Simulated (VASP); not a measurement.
# Si11WC12 (a cell with a defect) in VASP: a series of runs

Aim: see how the results for Si11WC12 (a cell with a defect) move with the level of theory and the settings. Levels: PBEsol+U, PBEsol, HSE06. Tasks: single point.

All numbers are computed with VASP 6.6.1; they aren't measurements. Logs are shortened: lines on timing, memory, paths and dates and some standing lists are left out, and cuts for length are marked.

## Step 1: The crystal as given

The cell holds a defect, 24 atoms: a = 9.245 Å, b = 6.163 Å, c = 6.163 Å, α = 60.00°, β = 60.00°, γ = 60.00°.

## Step 2: Single point, PBEsol+U

Input file INCAR:

```
PREC = Accurate ; ENCUT = 450
EDIFF = 1E-5 ; ISMEAR = 0
SIGMA = 0.03 ; LREAL = Auto
LASPH = T ; NELM = 120
ALGO = Normal ; ISIF = 2
LWAVE = F ; LCHARG = F
LMAXMIX = 4 ; LDAU = T
LDAUTYPE = 2 ; LDAUL = 2 -1 -1
LDAUU = 2 0 0 ; LDAUJ = 0 0 0
LDAUPRINT = 1 ; GGA = PS
NBANDS = 71 ; LORBIT = 11
NELECT = 105.0 ; KPAR = 4
```

Input file KPOINTS:

```
regular mesh
0
Gamma
  2 3 3
```

Input file POSCAR:

```
Si11WC12
1.0
    0.0000000000      6.5370000000      6.5370000000
    4.3580000000      0.0000000000      4.3580000000
    4.3580000000      4.3580000000      0.0000000000
W Si C
1 11 12
Direct
    0.0000000000      0.0000000000      0.0000000000
    0.0000000000      0.0000000000      0.5000000000
    0.0000000000      0.5000000000      0.0000000000
    0.0000000000      0.5000000000      0.5000000000
    0.3333330000      0.0000000000      0.0000000000
    0.3333330000      0.0000000000      0.5000000000
    0.3333330000      0.5000000000      0.0000000000
    0.3333330000      0.5000000000      0.5000000000
    0.6666670000      0.0000000000      0.0000000000
    0.6666670000      0.0000000000      0.5000000000
    0.6666670000      0.5000000000      0.0000000000
    0.6666670000      0.5000000000      0.5000000000
    0.0833333333      0.1250000000      0.1250000000
    0.0833333333      0.1250000000      0.6250000000
    0.0833333333      0.6250000000      0.1250000000
    0.0833333333      0.6250000000      0.6250000000
    0.4166663333      0.1250000000      0.1250000000
    0.4166663333      0.1250000000      0.6250000000
    0.4166663333      0.6250000000      0.1250000000
    0.4166663333      0.6250000000      0.6250000000
    0.7500003333      0.1250000000      0.1250000000
    0.7500003333      0.1250000000      0.6250000000
    0.7500003333      0.6250000000      0.1250000000
    0.7500003333      0.6250000000      0.6250000000
```

Potentials or basis: VASP PAW PBE potentials, release 64 (W_sv, Si, C).

Started as:

```bash
$ cat potpaw_PBE.64/W_sv/POTCAR potpaw_PBE.64/Si/POTCAR potpaw_PBE.64/C/POTCAR > POTCAR
$ mpirun -np 4 vasp_std > vasp.out
```

OUTCAR:

```text
PREC = Accurate
   ENCUT = 450
   EDIFF = 1E-5
   ISMEAR = 0
   LREAL = Auto
   LASPH = T
   NELM = 120
   ISIF = 2
   GGA = PS
   LORBIT = 11
   NELECT = 105.0

 ion  position               nearest neighbor table
   1  0.000  0.000  0.000-  21 1.89  13 1.89  15 1.89  14 1.89   5 3.08   9 3.08  10 3.08  11 3.08
                             6 3.08   7 3.08   2 3.08   4 3.08   2 3.08   3 3.08   4 3.08   3 3.08
   2  0.000  0.000  0.500-  22 1.89  14 1.89  16 1.89  13 1.89   6 3.08  10 3.08   9 3.08  12 3.08
                             5 3.08   8 3.08   1 3.08   3 3.08   1 3.08   3 3.08   4 3.08   4 3.08
   3  0.000  0.500  0.000-  23 1.89  15 1.89  16 1.89  13 1.89   7 3.08  11 3.08   9 3.08  12 3.08
                             8 3.08   5 3.08   2 3.08   4 3.08   1 3.08   1 3.08   2 3.08   4 3.08
   4  0.000  0.500  0.500-  24 1.89  16 1.89  14 1.89  15 1.89   8 3.08  12 3.08  11 3.08  10 3.08
                             7 3.08   6 3.08   1 3.08   3 3.08   2 3.08   1 3.08   2 3.08   3 3.08
   5  0.333  0.000  0.000-  13 1.89  17 1.89  18 1.89  19 1.89   1 3.08   2 3.08   3 3.08   6 3.08
                             7 3.08   6 3.08   8 3.08   7 3.08   8 3.08  10 3.08  11 3.08   9 3.08
   6  0.333  0.000  0.500-  14 1.89  18 1.89  17 1.89  20 1.89   2 3.08   1 3.08   4 3.08   5 3.08
                             8 3.08   5 3.08   7 3.08   7 3.08   8 3.08   9 3.08  12 3.08  10 3.08
   7  0.333  0.500  0.000-  15 1.89  19 1.89  17 1.89  20 1.89   3 3.08   1 3.08   4 3.08   5 3.08
                             8 3.08   6 3.08   8 3.08   5 3.08   6 3.08  12 3.08   9 3.08  11 3.08
   8  0.333  0.500  0.500-  16 1.89  20 1.89  19 1.89  18 1.89   4 3.08   3 3.08   2 3.08   6 3.08
                             7 3.08   5 3.08   7 3.08   5 3.08   6 3.08  11 3.08  10 3.08  12 3.08
   9  0.667  0.000  0.000-  21 1.89  22 1.89  23 1.89  17 1.89   1 3.08   2 3.08   3 3.08  10 3.08
[... 5 lines left out ...]
  12  0.667  0.500  0.500-  24 1.89  23 1.89  22 1.89  20 1.89   4 3.08   3 3.08   2 3.08  10 3.08
                             9 3.08  11 3.08  11 3.08   9 3.08  10 3.08   6 3.08   7 3.08   8 3.08
  13  0.083  0.125  0.125-   5 1.89   1 1.89   3 1.89   2 1.89
  14  0.083  0.125  0.625-   6 1.89   2 1.89   4 1.89   1 1.89
  15  0.083  0.625  0.125-   7 1.89   3 1.89   4 1.89   1 1.89
  16  0.083  0.625  0.625-   8 1.89   4 1.89   2 1.89   3 1.89
  17  0.417  0.125  0.125-   5 1.89   6 1.89   7 1.89   9 1.89
  18  0.417  0.125  0.625-   6 1.89   5 1.89   8 1.89  10 1.89
  19  0.417  0.625  0.125-   7 1.89   5 1.89   8 1.89  11 1.89
  20  0.417  0.625  0.625-   8 1.89   7 1.89   6 1.89  12 1.89
  21  0.750  0.125  0.125-   1 1.89   9 1.89  10 1.89  11 1.89
  22  0.750  0.125  0.625-   2 1.89  10 1.89   9 1.89  12 1.89
  23  0.750  0.625  0.125-   3 1.89  11 1.89   9 1.89  12 1.89
  24  0.750  0.625  0.625-   4 1.89  12 1.89  11 1.89  10 1.89

  LATTYP: Found a face centered orthorhombic cell.
 ALAT       =     6.1631427048
 B/A-ratio  =     1.7320508076
 C/A-ratio  =     2.4494897428

  Lattice vectors:

 A1 = (   0.0000000000,   6.5370000000,   6.5370000000)
 A2 = (  -4.3580000000,   2.1790000000,   6.5370000000)
 A3 = (   4.3580000000,   0.0000000000,   4.3580000000)

Analysis of symmetry for initial positions (statically):
=====================================================================
 Subroutine PRICEL returns:
 Original cell was already a primitive cell.

 Routine SETGRP: Setting up the symmetry group for a
 face centered orthorhombic supercell.

 Subroutine GETGRP returns: Found  2 space group operations
 (whereof  2 operations were pure point group operations)
 out of a pool of  8 trial point group operations.

The static configuration has the point symmetry C_1h.

Analysis of symmetry for dynamics (positions and initial velocities):
=====================================================================
 Subroutine PRICEL returns:
 Original cell was already a primitive cell.

 Routine SETGRP: Setting up the symmetry group for a
 face centered orthorhombic supercell.

 Subroutine GETGRP returns: Found  2 space group operations
 (whereof  2 operations were pure point group operations)
 out of a pool of  8 trial point group operations.

The dynamic configuration has the point symmetry C_1h.

 Subroutine INISYM returns: Found  2 space group operations
 (whereof  2 operations are pure point group operations),
 and found     1 'primitive' translations

----------------------------------------------------------------------------------------

                                     Primitive cell

  volume of cell :     248.3036

  direct lattice vectors                    reciprocal lattice vectors
     0.000000000  6.537000000  6.537000000    -0.076487685  0.076487685  0.076487685
     4.358000000  0.000000000  4.358000000     0.114731528 -0.114731528  0.114731528
     4.358000000  4.358000000  0.000000000     0.114731528  0.114731528 -0.114731528

[... 121 lines left out ...]
   POTIM  = 0.5000    time-step for ionic-motion
   TEBEG  =    0.0;   TEEND  =   0.0 temperature during run
   PSTRESS=    0.0 pullay stress
   NELECT =     105.0000    total number of electrons
   NUPDOWN=      -1.0000    fix difference up-down
   EMIN   =  10.00;   EMAX   =-10.00  energy-range for DOS
   EFERMI =   0.00;   METHOD = LEGACY
   ISMEAR =     0;   SIGMA  =   0.03  broadening in eV -4-tet -1-fermi 0-gaus
   EFERMI_NEDOS =   21; number of points for ismear=-14 and -15
   IALGO  =     38    algorithm
   IMIX   =      4    mixing-type and parameters
     AMIX     =   0.40;   BMIX     =  1.00
     AMIX_MAG =   1.60;   BMIX_MAG =  1.00
  volume/ion in A,a.u.               =      10.35        69.82
  Fermi-wavevector in a.u.,A,eV,Ry     =   1.228788  2.322073 20.543707  1.509920
  Thomas-Fermi vector in A             =   2.363700
   LORBIT       =     11    0 simple, 1 ext, 2 COOP (PROOUT), +10 PAW based schemes
 LDA+U is selected, type is set to LDAUTYPE =  2
   angular momentum for each species LDAUL =     2   -1   -1
   U (eV)           for each species LDAUU =   2.0  0.0  0.0
   J (eV)           for each species LDAUJ =   0.0  0.0  0.0
   GGA     = PS    functional components
   LHFCALC =     F    Hartree Fock is set to
   AEXX    =    0.0000 exact exchange contribution
   IVDW    =     0    specifies the selected vdW correction
   LEPSILON=     F    determine dielectric tensor
   LRPA    =     F    only Hartree local field effects (RPA)
 non-spin polarized calculation
 Gauss-broadening in eV      SIGMA  =   0.03
  energy-cutoff  :      450.00
  volume of cell :      248.30
 maximum number of plane-waves:      5443
 NGX is ok and might be reduce to    64
   NGX = 31   NGY = 21   NGZ = 21

atom =   1  type =  1  l = 2

 onsite density matrix

spin component  1

  0.4407 -0.0033  0.0002  0.0022 -0.0005
 -0.0033  0.4413  0.0007 -0.0033 -0.0012
  0.0002  0.0007  0.2754  0.0003 -0.0058
  0.0022 -0.0033  0.0003  0.4407 -0.0005
 -0.0005 -0.0012 -0.0058 -0.0005  0.2821

spin component  2

  0.4407 -0.0033  0.0002  0.0022 -0.0005
 -0.0033  0.4413  0.0007 -0.0033 -0.0012
  0.0002  0.0007  0.2754  0.0003 -0.0058
  0.0022 -0.0033  0.0003  0.4407 -0.0005
 -0.0005 -0.0012 -0.0058 -0.0005  0.2821

 occupancies and eigenvectors

  o =  0.2721  v =  0.0005 -0.0000  0.8660 -0.0005  0.5000  0.0000  0.0000  0.0000  0.0000  0.0000      0.0000  0.0000  0.0000  0.0000  0.0000  0.0000  0.0000  0.0000  0.0000  0.0000
  o =  0.2721  v =  0.0000  0.0000  0.0000  0.0000  0.0000  0.0005 -0.0000  0.8660 -0.0005  0.5000      0.0000  0.0000  0.0000  0.0000  0.0000  0.0000  0.0000  0.0000  0.0000  0.0000
  o =  0.2854  v =  0.0038  0.0089 -0.5000  0.0038  0.8660  0.0000  0.0000  0.0000  0.0000  0.0000      0.0000  0.0000  0.0000  0.0000  0.0000  0.0000  0.0000  0.0000  0.0000  0.0000
  o =  0.2854  v =  0.0000  0.0000  0.0000  0.0000  0.0000  0.0038  0.0089 -0.5000  0.0038  0.8660      0.0000  0.0000  0.0000  0.0000  0.0000  0.0000  0.0000  0.0000  0.0000  0.0000
  o =  0.4373  v =  0.0000  0.0000  0.0000  0.0000  0.0000  0.4582  0.7616  0.0051  0.4582 -0.0089      0.0000  0.0000  0.0000  0.0000  0.0000  0.0000  0.0000  0.0000  0.0000  0.0000
  o =  0.4373  v =  0.4582  0.7616  0.0051  0.4582 -0.0089  0.0000  0.0000  0.0000  0.0000  0.0000      0.0000  0.0000  0.0000  0.0000  0.0000  0.0000  0.0000  0.0000  0.0000  0.0000
  o =  0.4385  v =  0.0000  0.0000  0.0000  0.0000  0.0000  0.7071  0.0000 -0.0006 -0.7071 -0.0003      0.0000  0.0000  0.0000  0.0000  0.0000  0.0000  0.0000  0.0000  0.0000  0.0000
  o =  0.4385  v =  0.7071  0.0000 -0.0006 -0.7071 -0.0003  0.0000  0.0000  0.0000  0.0000  0.0000      0.0000  0.0000  0.0000  0.0000  0.0000  0.0000  0.0000  0.0000  0.0000  0.0000
  o =  0.4469  v =  0.0000  0.0000  0.0000  0.0000  0.0000 -0.5385  0.6480  0.0009 -0.5385 -0.0015      0.0000  0.0000  0.0000  0.0000  0.0000  0.0000  0.0000  0.0000  0.0000  0.0000
  o =  0.4469  v = -0.5385  0.6480  0.0009 -0.5385 -0.0015  0.0000  0.0000  0.0000  0.0000  0.0000      0.0000  0.0000  0.0000  0.0000  0.0000  0.0000  0.0000  0.0000  0.0000  0.0000

 number of electron     105.0000004 magnetization

 Free energy of the ion-electron system (eV)
  ---------------------------------------------------
  ext. energy  EPLUGINS =         0.00000000
  ---------------------------------------------------
  free energy    TOTEN  =      -201.26005184 eV

  energy without entropy =     -201.25165604  energy(sigma->0) =     -201.25585394

 E-fermi :   9.6710     XC(G=0): -11.6509

 val. band max:        9.6703060408   @ k =   0.0000   0.3333   0.0000
 cond. band min:       9.6770109063   @ k =   0.0000   0.0000   0.0000
 fundamental gap:      0.0067048655
 Fermi energy:         9.6709589178

 k-point     1 :       0.0000    0.0000    0.0000
  band No.  band energies     occupation
      1     -65.3817      2.00000
      2     -29.9088      2.00000
      3     -29.8918      2.00000
      4     -29.8552      2.00000
      5      -7.0676      2.00000
      6      -5.1092      2.00000
[... 525 lines left out ...]
     63      13.5052      0.00000
     64      13.5534      0.00000
 [bands above 64 left out]

------------------------ aborting loop because EDIFF is reached ----------------------------------------

  FORCE on cell =-STRESS in cart. coord.  units (eV):
  Direction    XX          YY          ZZ          XY          YZ          ZX
  --------------------------------------------------------------------------------------
  -------------------------------------------------------------------------------------
  Total        0.0312468      0.1462896      0.1462896      0.0452762     -0.0155559      0.0452762
  in kB        0.2016197      0.9439330      0.9439330      0.2921442     -0.1003742      0.2921447
  external PRESSURE =       0.6964953 kB  Pullay stress =       0.0000000 kB

 VOLUME and BASIS-vectors are now :
 -----------------------------------------------------------------------------
  energy-cutoff  :      450.00
  volume of cell :      248.30
      direct lattice vectors                 reciprocal lattice vectors
     0.000000000  6.537000000  6.537000000    -0.076487685  0.076487685  0.076487685
     4.358000000  0.000000000  4.358000000     0.114731528 -0.114731528  0.114731528
     4.358000000  4.358000000  0.000000000     0.114731528  0.114731528 -0.114731528

 POSITION                                       TOTAL-FORCE (eV/Angst)
 -----------------------------------------------------------------------------------
      0.00000      0.00000      0.00000        -0.032313     -0.029523     -0.029523
      2.17900      2.17900      0.00000         0.178654     -0.121297     -1.070332
      2.17900      0.00000      2.17900         0.178654     -1.070332     -0.121297
      4.35800      2.17900      2.17900         1.075609     -0.150440     -0.150440
      0.00000      2.17900      2.17900        -0.843313      0.590027      0.590027
      2.17900      4.35800      2.17900        -0.591225      0.811857      0.479000
[... 16 lines left out ...]
      3.26850      5.44750      7.62650        -0.080024      0.207912      0.063972
      5.44750      7.62650      7.62650        -0.243874      0.112284      0.112284
 -----------------------------------------------------------------------------------
    total drift:                               -0.004053      0.000578      0.000579

  FREE ENERGIE OF THE ION-ELECTRON SYSTEM (eV)
  ---------------------------------------------------
  free  energy   TOTEN  =      -201.2600518375 eV

  energy  without entropy=     -201.2516560430  energy(sigma->0) =     -201.25585394

 total charge

# of ion       s       p       d       tot
------------------------------------------
    1        2.532   6.426   3.691  12.649
    2        0.708   0.948   0.000   1.656
    3        0.708   0.948   0.000   1.656
    4        0.708   0.949   0.000   1.657
    5        0.706   0.954   0.000   1.660
    6        0.705   0.956   0.000   1.660
[... 16 lines left out ...]
   23        0.834   1.685   0.000   2.520
   24        0.834   1.687   0.000   2.521
--------------------------------------------------
tot         20.433  37.270   3.691  61.395
```

It took 40 s on 4 MPI ranks of Intel Xeon 6975P-C (Granite Rapids), shared host; peak memory 0.41 GiB.

What came out:

* Free energy: -201.2601 eV
* Largest force: 3.210 eV/Å
* Band gap on the k mesh: none (metal or under the smearing width)
* Valence electrons inside the program's atomic spheres: W 12.65; Si 1.66; C 2.58, 2.59, 2.52

Forces in eV/Å, atoms in the order of the input:
```
W   -0.032 -0.030 -0.030
Si   0.179 -0.121 -1.070
Si   0.179 -1.070 -0.121
Si   1.076 -0.150 -0.150
Si  -0.843  0.590  0.590
Si  -0.591  0.812  0.479
Si  -0.591  0.479  0.812
Si  -0.115  0.221  0.221
Si  -0.660 -0.463 -0.463
Si   0.631  0.499 -0.609
Si   0.631 -0.609  0.499
Si   0.088 -0.105 -0.105
C    1.900  1.830  1.830
C   -1.838 -1.821  1.788
C   -1.838  1.788 -1.821
C   -0.077  0.071  0.071
C    0.376 -0.176 -0.176
C    0.060 -0.227 -0.089
C    0.060 -0.089 -0.227
C    0.180 -0.160 -0.160
C    1.628 -1.654 -1.654
C   -0.080  0.064  0.208
C   -0.080  0.208  0.064
C   -0.244  0.112  0.112
```

Eigenvalues of the final occupation matrices:
```tsv
site	spin	trace	eigenvalues
site 1 d	1	1.88	0.27 0.29 0.44 0.44 0.45
site 1 d	2	1.88	0.27 0.29 0.44 0.44 0.45
```

Caveat: the k mesh is coarse (spacing up to 0.42 Å⁻¹), so the values aren't converged; the cell is charged against a uniform background, so pressure and absolute levels hang on convention; the cutoff is under 1.25 times the usual one of these potentials, so pressure, stress and relaxed cells hold a basis-set (Pulay) error; the PAW data sets were made with another functional, which shifts forces and pressure a little; U without spin polarisation on a metal has little footing; the U is typed as a test and isn't derived for this compound. The run has no spin-orbit coupling, so splittings on W are missing.

[end of part 1 of 2]
